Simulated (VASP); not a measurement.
Data:

```
CELL_PARAMETERS angstrom
      0.00000     2.28167     2.28167
      2.28167     0.00000     2.28167
      2.28167     2.28167     0.00000
ATOMIC_POSITIONS crystal
  Nb 0.00000 0.00000 0.00000
  N  0.50000 0.50000 0.50000
```

The numbers are results of vdW-DF2, VASP's PBE PAW potentials (set 64) (plane waves; VASP), not measurements. Numerical set-up: 520 eV cut-off, 14×14×14 Γ-centred mesh, first-order Methfessel-Paxton smearing of 0.10 eV, potentials Nb_sv N.

Problem. The job: NbN (rock salt), 2 atoms, vdW-DF2, static run, 520 eV, 14×14×14 Γ-centred mesh. Roughly how much core time does it take on a busy server core?

Solution. About 50 core-seconds (one run on a shared machine, a rough figure). It had 104 irreducible k-points, 13 bands, up to 652 plane waves and 15 electronic steps.

The compound is NbN in the rock salt structure, the cubic δ form, which competes with hexagonal ones. This cell is one point of a volume scan, at 1.03 of the reference volume.
